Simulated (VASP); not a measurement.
OSZICAR of a VASP run on CoSi2 (fluorite):

File OSZICAR:
```
       N       E                     dE             d eps       ncg     rms          rms(c)
DAV:   1     0.661593859219E+02    0.66159E+02   -0.60328E+03  4992   0.110E+03
DAV:   2    -0.121731698113E+02   -0.78333E+02   -0.73170E+02  5020   0.233E+02
DAV:   3    -0.155537045395E+02   -0.33805E+01   -0.32775E+01  6144   0.590E+01
DAV:   4    -0.156200421431E+02   -0.66338E-01   -0.66169E-01  5804   0.785E+00
DAV:   5    -0.156218565138E+02   -0.18144E-02   -0.18140E-02  6348   0.135E+00    0.127E+01
DAV:   6    -0.165609668824E+02   -0.93911E+00   -0.13607E+01  5632   0.820E+01    0.953E+00
DAV:   7    -0.150257479236E+02    0.15352E+01   -0.67640E+00  6152   0.667E+01    0.451E+00
DAV:   8    -0.149795206580E+02    0.46227E-01   -0.44652E-01  5636   0.675E+00    0.869E-01
DAV:   9    -0.149765525532E+02    0.29681E-02   -0.25742E-02  6668   0.316E+00    0.448E-01
DAV:  10    -0.149783563974E+02   -0.18038E-02   -0.47433E-03  7372   0.979E-01    0.233E-01
DAV:  11    -0.149782575882E+02    0.98809E-04   -0.46555E-04  5972   0.265E-01    0.631E-02
DAV:  12    -0.149782908541E+02   -0.33266E-04   -0.64009E-05  7440   0.153E-01    0.122E-02
DAV:  13    -0.149782929761E+02   -0.21220E-05   -0.91533E-06  7152   0.463E-02    0.473E-03
DAV:  14    -0.149782937823E+02   -0.80614E-06   -0.93422E-07  3336   0.204E-02
   1 F= -.14978294E+02 E0= -.14978214E+02  d E =-.238895E-03
```

Question: Which electronic solver shows in the log?

Answer: It is blocked Davidson (ALGO = Normal, or the opening steps of other solvers). The INCAR had ALGO = Normal.

Question: How was spin treated?

Answer: Without spin polarisation: there is no mag entry.

Question: Can the final energy be trusted as converged?

Answer: The run converged. It stopped with EDIFF = 1E-6, NELM = 100 (PBE GGA + U (Dudarev), plane waves, VASP's PBE PAW potentials (set 64)).

The compound is CoSi2 in the fluorite structure. The cell was not relaxed at this level, atoms are displaced from their ideal sites. The run is one of a series of settings (LDAU = .TRUE., LDAUJ = 0 0, LDAUL = 2 -1, LDAUTYPE = 2, LDAUU = 5.0 0 against the base run), some of them coarse on purpose. The run is not spin-polarised, so no magnetic state was tried. The electron count is odd and the run is not spin-polarised, which forces a metal.
